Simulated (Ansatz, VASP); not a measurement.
# GaN: VASP beside Ansatz, part 3 of 3

Aim: how closely do two programs agree when they are given the same cell, functional and k mesh? The cell is taken from a series of runs on this material, whose earlier steps may have relaxed, scaled, displaced or heated it; both programs get it as it stands.

VASP 6.6.1 and Ansatz 0.2.0.

So far: Starting point; VASP: zone-centre phonons, PBE.

**3. Ansatz: zone-centre phonons, PBE**

Level of this step: Ansatz beside VASP: Kohn-Sham DFT, plane waves, PBE (Ansatz).

Ansatz runs on its PAW soft_1 files.

The same cell, functional and mesh now go to Ansatz, which takes its cutoff from its data sets.

input.yaml reads:

```yaml
crystal:
  lattice:
    - [3.2078562552, 0.0, 0.0]
    - [-1.6039281276, 2.7780850087, 0.0]
    - [0.0, 0.0, 5.2260543555]
  atoms:
    - { symbol: "N", position: [0.3333333333, 0.6666666667, 0.3758480965] }
    - { symbol: "N", position: [0.6666666667, 0.3333333333, 0.8758480965] }
    - { symbol: Ga, position: [0.3333333333, 0.6666666667, -0.0008480965] }
    - { symbol: Ga, position: [0.6666666667, 0.3333333333, 0.4991519035] }
kpoints:
  mp_grid: { grid: [18, 18, 8] }
hamiltonian:
  xc: pbe
  pseudopotentials: { kind: paw, azcp: { folder: soft_1 } }
scf:
  occupations: { method: fixed }
output:
  eigenvalues: true
phonons:
  method: dfpt
  dielectric: true
  rigid_motions: translations
```

Started as:

```sh
ansatz run input.yaml --threads 4 --pin off --max-ram 16384MiB --backend cpu --events-out ev --progress --plain --runs-dir out
```

Numbers of over 12 decimals in the logs are rounded to 6 here.

Output:

```text
Engine: ansatz 0.2.0, aarch64-unknown-linux-gnu
Pseudopotentials: kind: paw
Pseudopotential: N, paw, valence charge 5, recommended cutoff 420 eV (normal), soft_1/N.paw.azcp
Pseudopotential: Ga, paw, valence charge 13, recommended cutoff 420 eV (normal), soft_1/Ga.paw.azcp
Functional definition: PBE
  parameter kappa = 0.804
  parameter beta = 0.066725
  exchange = pbe_x(kappa = kappa, mu = beta*pi^2/3)
  correlation = pbe_c(beta = beta)
Crystal: 4 atoms, lattice volume = 46.573 Å³
Basis set: ecut = 420 eV, 941 PW (Γ), exchange–correlation on 48×48×72 points (8 copies of the dense FFT grid, shifted against one another)
Bands: 22, of which v1, the nominal top of the filled ones, is band 18 counted from 1 (17 counted from 0)
Symmetry: 12 space group operations
k-points: 695 of 2592 (irreducible under 2 space group operations, time reversal used)
Non-local potential: N, projectors of the file, l = 0: 2, l = 1: 2, l = 2: 1
Non-local potential: Ga, projectors of the file, l = 0: 2, l = 1: 2, l = 2: 3, l = 3: 1
PAW form: soft (Blöchl's): semilocal exchange-correlation on the pseudo side does not see the compensation charge
PAW one-centre angular grid: N, 110 points (default); XC on 64 Gauss nodes
PAW one-centre angular grid: Ga, 590 points (default); XC on 64 Gauss nodes
Initial density: superposition of atomic densities (chi_scale 0.1, normalization cell, long waves kept (reshape's long-wave potential 0.00 eV rms))
Initial wavefunctions: pseudopotential atomic-orbital guess
Functional: x = pbe(κ = 0.804, μ = 0.219515), c = pbe(β = 0.066725)
SCF iter   1: F=—  HF=-8337.174805 eV  |F-HF|=—  |Δ(HF+E_count)|=         —  Δρ=1.10e-1  dr2=4.93e0  ethr=3.10e-3  ⟨swp⟩=4.0  Hψ=53697  notcnv=0  defer=104
preconditioner: auto → Resta (q_TF=auto, 2.614 Å⁻¹)  ε∞=4.8  [insulator: Δε(μ)=2.583 eV  Ē_g=16.734 eV  n_scr=22 (ndim 8)  ℏωp=32.6 eV  f_vac=0.000  ε∞_Penn≈4.8]
SCF iter   2: F=—  HF=-8335.942114 eV  |F-HF|=—  |Δ(HF+E_count)|=    1.23e0  Δρ=4.62e-2  dr2=5.27e-1  ethr=3.10e-3  ⟨swp⟩=2.0  Hψ=35798  notcnv=0  defer=330
SCF iter   3: F=—  HF=-8335.857904 eV  |F-HF|=—  |Δ(HF+E_count)|=   8.42e-2  Δρ=1.81e-2  dr2=1.11e-1  ethr=1.46e-3  ⟨swp⟩=2.0  Hψ=16789  notcnv=0  defer=1371
SCF iter   4: F=—  HF=-8335.844815 eV  |F-HF|=—  |Δ(HF+E_count)|=   1.31e-2  Δρ=3.28e-3  dr2=6.20e-3  ethr=3.08e-4  ⟨swp⟩=3.0  Hψ=29152  notcnv=0  defer=1384
SCF iter   5: F=—  HF=-8335.843238 eV  |F-HF|=—  |Δ(HF+E_count)|=   1.58e-3  Δρ=2.76e-3  dr2=2.18e-3  ethr=1.72e-5  ⟨swp⟩=2.0  Hψ=29096  notcnv=0  defer=1387
SCF iter   6: F=—  HF=-8335.844766 eV  |F-HF|=—  |Δ(HF+E_count)|=   1.53e-3  Δρ=7.37e-4  dr2=1.95e-4  ethr=6.06e-6  ⟨swp⟩=2.9  Hψ=29193  notcnv=0  defer=1387
SCF iter   7: F=—  HF=-8335.844930 eV  |F-HF|=—  |Δ(HF+E_count)|=   1.64e-4  Δρ=1.15e-4  dr2=6.99e-6  ethr=5.43e-7  ⟨swp⟩=2.0  Hψ=28439  notcnv=0  defer=1323
SCF iter   8: F=—  HF=-8335.844940 eV  |F-HF|=—  |Δ(HF+E_count)|=   9.25e-6  Δρ=1.63e-5  dr2=1.04e-7  ethr=1.94e-8  ⟨swp⟩=2.0  Hψ=27800  notcnv=0
SCF iter   9: F=—  HF=-8335.844940 eV  |F-HF|=—  |Δ(HF+E_count)|=   3.05e-7  Δρ=2.41e-6  dr2=2.93e-9  ethr=2.88e-10  ⟨swp⟩=2.4  Hψ=27428  notcnv=0
SCF iter  10: F=—  HF=-8335.844940 eV  |F-HF|=—  |Δ(HF+E_count)|=   3.18e-9  Δρ=5.71e-7  dr2=1.09e-10  ethr=8.13e-12  ⟨swp⟩=2.0  Hψ=24414  notcnv=0
SCF iter  11: F=-8335.844940 eV  HF=-8335.844940 eV  |F-HF|=3.64e-12  |Δ(HF+E_count)|=  8.73e-11  Δρ=8.30e-8  dr2=2.24e-12  ethr=1.00e-12  ⟨swp⟩=6.0  Hψ=81738  notcnv=0
SCF 1 converged in 11 iterations: F = -8335.844940 eV  dr2 = 2.24e-12
  greatest PAW one-centre occupation: 0.995 electrons in one spin orbital (limit 2), on the Ga atom at site 2 (counted from 0), in its partial waves of l = 2
DFPT response loops at Γ: preconditioner auto → Resta (q_TF=auto, 2.614 Å⁻¹)  ε∞=5.8 (no band partly filled); β = 1.00, the filter's whole step (`scf.mixing.beta` (0.50) is not read by the response loops at its default; to damp them type it under 1.00, their step now; it binds the ground state too); Broyden in place of MSR1
── the response to a field inside a basis, on 18×18×8 k-points: an SCF that follows is theirs, and a resumed run solves both again ──
Bands: 19, of which v1, the nominal top of the filled ones, is band 18 counted from 1 (17 counted from 0)
k-points: 360 of 2592 (irreducible under 4 space group operations, time reversal used)
Initial density: handed on by an earlier stage of this run
Initial wavefunctions: pseudopotential atomic-orbital guess (no wavefunctions were taken with the density)
Eigensolver: Dense (360 Hₖ)
SCF iter   1: F=—  HF=-8335.842846 eV  |F-HF|=—  |Δ(HF+E_count)|=         —  Δρ=3.92e-4  dr2=2.20e-5  ethr=1.00e-1
preconditioner: auto → Resta (q_TF=auto, 2.614 Å⁻¹)  ε∞=5.9  [insulator: Δε(μ)=2.004 eV  Ē_g=14.741 eV  n_scr=22 (ndim 8)  ℏωp=32.6 eV  f_vac=0.012  ε∞_Penn≈5.9]
SCF iter   2: F=—  HF=-8335.842850 eV  |F-HF|=—  |Δ(HF+E_count)|=   4.07e-6  Δρ=3.13e-4  dr2=1.88e-5  ethr=6.12e-8
SCF iter   3: F=—  HF=-8335.842851 eV  |F-HF|=—  |Δ(HF+E_count)|=   9.77e-7  Δρ=4.44e-5  dr2=4.35e-7  ethr=5.21e-8
SCF iter   4: F=—  HF=-8335.842848 eV  |F-HF|=—  |Δ(HF+E_count)|=   2.52e-6  Δρ=1.23e-5  dr2=3.32e-8  ethr=1.21e-9
SCF iter   5: F=-8335.842848 eV  HF=-8335.842848 eV  |F-HF|=6.53e-10  |Δ(HF+E_count)|=   1.96e-7  Δρ=3.23e-6  dr2=2.27e-9  ethr=9.21e-11
SCF 1 converged in 5 iterations: F = -8335.842848 eV  dr2 = 2.27e-9
  greatest PAW one-centre occupation: 0.995 electrons in one spin orbital (limit 2), on the Ga atom at site 3 (counted from 0), in its partial waves of l = 2
DFPT response loops at Γ: preconditioner auto → Resta (q_TF=auto, 2.614 Å⁻¹)  ε∞=5.5 (no band partly filled); β = 1.00, the filter's whole step (`scf.mixing.beta` (0.50) is not read by the response loops at its default; to damp them type it under 1.00, their step now; it binds the ground state too); Broyden in place of MSR1
WARN: field response: ε∞ stands inside a basis, on 18×18×8 points; the force constants stand on the 18×18×8 k-mesh, whose period is 12.98 times the interband length at k = (0.0000, 0.0000, 0.0000), direct gap 1.777 eV, under 14: take them and everything formed from them as unconverged, and compare with a denser kpoints.mp_grid
SCF converged after 11 iterations
Free energy (F): -8335.844940 eV
Harris-Foulkes:  -8335.844940 eV  (|F-HF|=3.64e-12)
Internal energy: -8335.844940 eV  (E = F + TS)
E sigma→0 (E₀):  -8335.844940 eV
Fermi energy:    9.395595 eV
--- Per-component energies (eV) ---
  E_band       = -19.717003
  E_kinetic    = 480.395749
  E_local      = -2863.245282  (includes V_loc(G=0)·N_el)
  E_nonlocal   = -109.468527
  E_hartree    = 1803.060253
  E_xc         = -244.202045
  E_vxc        = -261.304739  (∫ρ·V_xc dr)
  E_paw        = -4249.162890  (= ΣΔE_a)
  E_vpaw       = -872.216275  (= ΣTr[D̂ρ^β])
  E_aug_tail   = 0.001599  (compensation charges beyond the density's cutoff)
  E_ewald      = -3153.223797
  E_smearing   = -0.000000  (= −TS)
  E_closure    = -0.000000  (closes the sum)
  Σ components = -8335.844940   (vs F -8335.844940, Δ=0.00e0)
--- Band table (eV; the first three rows and the last of 695) ---
  k-point 0: bands = [... 14 lower, 8.3885, 9.3575, 9.3956, 9.3956, 11.1727, 13.5267, 18.4756, 19.1946]
  k-point 1: bands = [... 14 lower, 8.4250, 8.8417, 9.3557, 9.3557, 11.6207, 13.5585, 18.3639, 19.2121]
  k-point 2: bands = [... 14 lower, 8.5297, 8.5297, 9.2420, 9.2420, 12.3887, 13.6321, 18.0878, 18.8220]
  k-point 694: bands = [... 14 lower, 5.4677, 5.7662, 7.2767, 7.6899, 15.1925, 15.7422, 16.8635, 17.3326]
--- Phonons (Γ-DFPT): 4 representative perturbations + reference, on 695 of 2592 k-points (Σ response iterations 13) ---
  k mesh reduced under 2 symmetry operations, with k and −k counted as one. Each operation leaves every solved perturbation unchanged. A smaller set is not considered because the run solves the response to a homogeneous field
  ASR residual: 1.931e-5 → 0.000e0 eV/Å²; symmetrization residual: 7.730e-6 eV/Å²
  ASR residual per site (eV/Å²): 7.13e-6 7.13e-6 1.93e-5 1.93e-5
  Γ frequencies (cm⁻¹): 0.00 0.00 0.00 135.85 135.85 322.38 508.69 531.49 531.49 539.68 539.68 664.35
  ε∞ (high-frequency dielectric tensor):
        5.887292     0.000000     0.000000
        0.000000     5.887292    -0.000000
        0.000000    -0.000000     6.073491
  ε⁰ (static dielectric tensor: ions relaxed, cell fixed):
       10.329266    -0.000000     0.000000
        0.000000    10.329266    -0.000000
        0.000000    -0.000000    11.459025
  ε⁰ − ε∞ (ionic part):
        4.441974    -0.000000     0.000000
       -0.000000     4.441974    -0.000000
        0.000000    -0.000000     5.385534
  softest optical mode at Γ: 135.85 cm⁻¹; the repairs (sum rule, projections) moved no ω² at Γ by more than (1.39 cm⁻¹)²
  Born effective charges Z* (e; rows j = field, columns β = displacement):
    site 0:
        -2.63175   -0.00000    0.00000
        -0.00000   -2.63175    0.00000
        -0.00000   -0.00000   -2.77352
    site 1:
        -2.63175    0.00000    0.00000
        -0.00000   -2.63175   -0.00000
        -0.00000    0.00000   -2.77352
    site 2:
         2.63175   -0.00000   -0.00000
         0.00000    2.63175   -0.00000
         0.00000   -0.00000    2.77352
    site 3:
         2.63175   -0.00000   -0.00000
         0.00000    2.63175   -0.00000
         0.00000   -0.00000    2.77352
  Z* charge neutrality: 1.643e-3 e pre-enforcement
  solved inside a basis spanned on kpoints, on 18×18×8 k-points, its susceptibility summed on 22×22×12: ε∞ is read to err by 1.8e-2, Z* by 1.6e-2 e (field_mesh: kpoints solves on kpoints); Z* is corrected for what the basis lacks
  optical modes at Γ without the LO–TO term, one row a degenerate level:
      ω (cm⁻¹)  modes    IR ((D/Å)²/amu)
        135.85      2             0.0000
        322.38      1             0.0000
        508.69      1            30.4309
[...]
optical modes at Γ + LO–TO along q̂ = [1.0000, 0.0000, 0.0000]:
      ω (cm⁻¹)  modes    IR ((D/Å)²/amu)
[...]
optical modes at Γ + LO–TO along q̂ = [0.0000, 1.0000, 0.0000]:
      ω (cm⁻¹)  modes    IR ((D/Å)²/amu)
[...]
664.35      1             0.0000
        704.00      1            27.3995
  optical modes at Γ + LO–TO along q̂ = [0.0000, 0.0000, 1.0000]:
      ω (cm⁻¹)  modes    IR ((D/Å)²/amu)
        135.85      2             0.0000
        322.38      1             0.0000
        531.49      2            54.7989
        539.68      2             0.0000
        664.35      1             0.0000
        698.73      1            30.4309
```

**4. Differences**

Known differences besides the potentials themselves: fixed occupations in Ansatz, narrow Gaussian smearing in VASP; VASP's response is taken on the typed mesh, Ansatz refines its own for the field response alone; the cutoff is 420 eV in Ansatz and 600 eV in VASP; VASP's log repeats an internal error in its field response. Total energies have different zeros and are not compared.

The two programs side by side:

```
                                     quantity  Ansatz   VASP  difference
                                        ε∞ xx    5.89   5.84     +0.84 %
                                        ε∞ yy    5.89   5.84     +0.84 %
                                        ε∞ zz    6.07   6.03     +0.70 %
 Born charge of N1 (mean of the diagonal) (e)   -2.68  -2.67        0.00
Born charge of Ga3 (mean of the diagonal) (e)    2.68   2.67        0.00
                   optical mode 1 to 2 (cm⁻¹)   135.8  136.0     -0.11 %
                        optical mode 3 (cm⁻¹)   322.4  323.0     -0.20 %
                        optical mode 4 (cm⁻¹)   508.7  505.6     +0.62 %
                   optical mode 5 to 6 (cm⁻¹)   531.5  528.5     +0.56 %
                   optical mode 7 to 8 (cm⁻¹)   539.7  536.6     +0.58 %
                        optical mode 9 (cm⁻¹)   664.4  662.7     +0.25 %
```

Modes are paired by rising frequency, not by their patterns, so a pair may set unlike modes beside each other; they are those without the splitting of longitudinal modes.

**5. Summary of results**

- r.m.s. difference of the optical zone-centre modes, each program's sorted by frequency (zone-centre phonons, PBE): 2.4 cm⁻¹
- difference in ε∞ xx (zone-centre phonons, PBE): +0.8 %

The r.m.s. difference of the optical zone-centre modes, each program's sorted by frequency is 2.4 cm⁻¹ (zone-centre phonons, PBE). Among the rows given in per cent, the largest difference of the zone-centre phonons, PBE pair is in ε∞ xx, +0.8 %. How closely two codes agree says nothing of how well the functional describes the real material.

[Lines on the potential files, build, host, timing and source positions are cut from VASP's logs without a mark.]

[Logs are printed without paths, hosts, clocks, repeated set-up lines and the standing remarks that a program may print on its own settings, such as how far it seeks lower states.]

[Hosts, paths, dates, database ids (printed as entryN), source tags and the programs' standing remarks are cut or masked in the printed files.]
